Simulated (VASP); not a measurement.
Here is the system:

```xyz
2
Lattice="3.0263 0.0000 0.0000 0.0000 3.0263 0.0000 0.0000 0.0000 3.0263" Properties=species:S:1:pos:R:3 pbc="T T T"
Zn     1.5131     1.5131     1.5131
Cu     0.0000     0.0000     0.0000
```

Calculation: PW91 GGA, VASP's PBE PAW potentials (set 64) (plane waves; VASP). Settings: 520 eV cut-off, 12×12×12 Γ-centred mesh, first-order Methfessel-Paxton smearing of 0.10 eV, potentials Zn Cu.

**Question.** What does the run give for the energy per atom (σ→0), pressure, band gap (on the k-mesh) with the smallest direct gap where there is one?

**Answer.** 
```yaml
band gap (on the k-mesh): none (metal, semimetal or under 0.01 eV)
energy per atom (σ→0): -2.490 eV/atom
pressure: -5.35 GPa
```

Only differences to runs with the same potentials and settings are physical.

The compound is CuZn in the CsCl type structure. This cell is one point of a volume scan, at 1.06 of the reference volume. The electron count is odd and the run is not spin-polarised, which forces a metal.
